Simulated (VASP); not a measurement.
The system is CsLiCr2Te2S3.

```
CELL_PARAMETERS angstrom
2.81287 -4.84865 0.00000
2.81287 4.84865 0.00000
0.00000 0.00000 8.48154
ATOMIC_POSITIONS crystal
Cs 0.00000 0.00000 0.08500
Li 0.50000 0.50000 0.48104
Cr 0.50000 0.00000 0.46970
Cr 0.00000 0.50000 0.46970
Te 0.30716 0.69284 0.73712
Te 0.69284 0.30716 0.73712
S 0.67422 0.32578 0.28305
S 0.32578 0.67422 0.28305
S 0.00000 0.00000 0.49457
```

The cell was built by a generator and needn't be a form met in nature.

Base run:

```yaml
Program: VASP 6.6.1
Functional: PBE
Potentials_or_basis: VASP PAW PBE potentials, release 64 (Cs_sv, Li_sv, Cr_pv, Te, S)
Cutoff: 520 eV
k_mesh: 6 × 6 × 4
Occupations: gaussian, width 0.1 eV
Spin: collinear spin, ferromagnetic start
Starting_moments: "[-0.0, 0.0, 2.15, 2.15, -0.1, -0.1, -0.08, -0.08, -0.12] μB"
```

Its results: net moment 4.00 μB per cell; site moments Cs -0.00; Li +0.00; Cr +2.15; Te -0.10; S -0.08, -0.12 μB; largest force 0.005 eV/Å.

The run is repeated on the same cell with these changes: hubbard terms from none to Cr d U = 3.7 eV. What comes out?

Net moment 6.03 μB per cell; site moments Cs -0.00; Li -0.00; Cr +3.42; Te -0.12; S -0.19, -0.25 μB; largest force 1.150 eV/Å.

Caveats: only a ferromagnetic start was run, and an antiferromagnetic order may lie lower in energy; forces of over 1 eV/Å show positions far from the minimum, so gaps and moduli don't describe the material at rest (some runs).

Not every run made on this cell is shown here.
